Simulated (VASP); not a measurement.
All values below come from PBE GGA, VASP's PBE PAW potentials (set 64) (plane waves; VASP).

VASP input:

### KPOINTS
```
Automatic mesh
0
Gamma
14 14 14
0 0 0
```

### INCAR
```
SYSTEM = TiC
PREC = Accurate; ENCUT = 600; LREAL = F
LASPH = T
EDIFF = 1E-7; NELM = 100; ALGO = Normal
LMAXMIX = 4
ISMEAR = 1; SIGMA = 0.1
GGA = PE
IBRION = 2; NSW = 30; ISIF = 2
EDIFFG = -0.01
LWAVE = F; LCHARG = F
```

**POSCAR**
```
TiC
1
    0.0000000000     2.1996142821     2.1996142821
    2.1996142821     0.0000000000     2.1996142821
    2.1996142821     2.1996142821     0.0000000000
Ti C
1 1
Direct
  0.0000000000   0.0000000000   0.0000000000
  0.5000000000   0.5000000000   0.5000000000
```

POTCAR, in this order: Ti_sv C (PBE.64 set). Program: vasp_std.

Output

### OSZICAR
```
       N       E                     dE             d eps       ncg     rms          rms(c)
DAV:   1     0.130608472371E+03    0.13061E+03   -0.92698E+03  2496   0.174E+03
DAV:   2    -0.129676022748E+02   -0.14358E+03   -0.13702E+03  2580   0.404E+02
DAV:   3    -0.239036521925E+02   -0.10936E+02   -0.10380E+02  3332   0.103E+02
DAV:   4    -0.243992187143E+02   -0.49557E+00   -0.49466E+00  3316   0.211E+01
DAV:   5    -0.244159848793E+02   -0.16766E-01   -0.16765E-01  3380   0.353E+00    0.178E+01
DAV:   6    -0.194915834349E+02    0.49244E+01   -0.34160E+01  3008   0.700E+01    0.761E+00
DAV:   7    -0.187407741046E+02    0.75081E+00   -0.56494E+00  3204   0.297E+01    0.461E+00
DAV:   8    -0.187030943886E+02    0.37680E-01   -0.11981E-01  2688   0.431E+00    0.334E+00
DAV:   9    -0.186858217973E+02    0.17273E-01   -0.26064E-01  2876   0.663E+00    0.877E-01
DAV:  10    -0.186825596449E+02    0.32622E-02   -0.18112E-02  3528   0.178E+00    0.692E-01
DAV:  11    -0.186795737874E+02    0.29859E-02   -0.98908E-03  2864   0.154E+00    0.162E-01
DAV:  12    -0.186795300439E+02    0.43743E-04   -0.50976E-04  3376   0.253E-01    0.444E-02
DAV:  13    -0.186795140904E+02    0.15954E-04   -0.29192E-05  2816   0.491E-02    0.187E-02
DAV:  14    -0.186795099451E+02    0.41452E-05   -0.74294E-06  3524   0.375E-02    0.310E-03
DAV:  15    -0.186795098717E+02    0.73457E-07   -0.13257E-07  2000   0.512E-03
   1 F= -.18679510E+02 E0= -.18679541E+02  d E =-.186795E+02
```

File OUTCAR:
```
------------------------ aborting loop because EDIFF is reached ----------------------------------------
  FORCE on cell =-STRESS in cart. coord.  units (eV):
  Direction    XX          YY          ZZ          XY          YZ          ZX
  --------------------------------------------------------------------------------------
  Total       -1.3686033     -1.3686033     -1.3686033      0.0000000      0.0000000      0.0000000
  in kB     -103.0192951   -103.0192951   -103.0192951      0.0000000      0.0000000      0.0000000
  external PRESSURE =    -103.0192951 kB  Pullay stress =       0.0000000 kB
  volume of cell :       21.28
      direct lattice vectors                 reciprocal lattice vectors
     0.000000000  2.199614282  2.199614282    -0.227312581  0.227312581  0.227312581
     2.199614282  0.000000000  2.199614282     0.227312581 -0.227312581  0.227312581
     2.199614282  2.199614282  0.000000000     0.227312581  0.227312581 -0.227312581
 POSITION                                       TOTAL-FORCE (eV/Angst)
 -----------------------------------------------------------------------------------
      0.00000      0.00000      0.00000         0.000000     -0.000000     -0.000000
      2.19961      2.19961      2.19961        -0.000000      0.000000      0.000000
 -----------------------------------------------------------------------------------
    total drift:                               -0.000000      0.000000      0.000000
  FREE ENERGIE OF THE ION-ELECTRON SYSTEM (eV)
  ---------------------------------------------------
  free  energy   TOTEN  =       -18.6795098717 eV

  energy  without entropy=      -18.6796026201  energy(sigma->0) =      -18.67954079

 reached required accuracy - stopping structural energy minimisation
```
(Selected blocks of OUTCAR.)

The compound is TiC in the rock salt structure. This cell was strained or had an atom moved on purpose.
